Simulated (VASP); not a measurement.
A convergence study with VASP on SrTiO3 (cubic perovskite): one setting is varied, all else stays as given below, so the limit is that of these other settings. Each run relaxes cell and ions from the cell shown. The basis is that of the starting cell, so low cut-offs carry a Pulay error.

```
SrTiO3
1.0
    3.90500     0.00000     0.00000
    0.00000     3.90500     0.00000
    0.00000     0.00000     3.90500
Sr Ti O
1 1 3
Direct
  0.00000   0.00000   0.00000
  0.50000   0.50000   0.50000
  0.50000   0.00000   0.50000
  0.00000   0.50000   0.50000
  0.50000   0.50000   0.00000
```

All values below come from LDA (Ceperley-Alder, Perdew-Zunger), VASP's LDA PAW potentials (set 64) (plane waves; VASP). The tightest run used: 800 eV cut-off, 4×4×4 Γ-centred mesh, Gaussian smearing of 0.050 eV, potentials Sr_sv Ti_sv O.

Gaps are read on the run's mesh, which can miss a band edge.

Question: The settings run are ENCUT = 250; ENCUT = 300; ENCUT = 350; ENCUT = 400; ENCUT = 450; ENCUT = 500; ENCUT = 550; ENCUT = 600; ENCUT = 650; ENCUT = 750; ENCUT = 800. From which on does the relaxed volume stay within 0.1 Å³/atom of the tightest run?

Answer: From ENCUT = 450 on: it is off by 0.048 there and by no more than 0.1 in any finer run, while ENCUT = 400 is off by 0.207.
| setting | relaxed volume (Å³/atom) | E (eV/atom) | gap on the mesh (eV) | plane waves | difference judged (Å³/atom) |
|---|---|---|---|---|---|
| ENCUT = 250 | 9.629 | -9.7547 | 2.177 | 554 | 1.891 |
| ENCUT = 300 | 10.406 | -9.1404 | 1.923 | 739 | 1.114 |
| ENCUT = 350 | 10.973 | -8.9165 | 1.877 | 912 | 0.547 |
| ENCUT = 400 | 11.314 | -8.8555 | 1.821 | 1108 | 0.207 |
| ENCUT = 450 | 11.473 | -8.8368 | 1.794 | 1328 | 0.048 |
| ENCUT = 500 | 11.519 | -8.8324 | 1.786 | 1528 | 0.001 |
| ENCUT = 550 | 11.515 | -8.8326 | 1.787 | 1763 | 0.005 |
| ENCUT = 600 | 11.505 | -8.8341 | 1.790 | 2008 | 0.015 |
| ENCUT = 650 | 11.503 | -8.8355 | 1.790 | 2272 | 0.017 |
| ENCUT = 750 | 11.514 | -8.8365 | 1.789 | 2801 | 0.006 |
| ENCUT = 800 | 11.520 | -8.8365 | 1.789 | 3112 | 0.000 |

Left out are rungs that failed or repeat a setting and relaxations that didn't move; long series are thinned to 24 rows.

The compound is SrTiO3 in the cubic perovskite structure, the ideal cubic form; the compound distorts at low or room temperature.
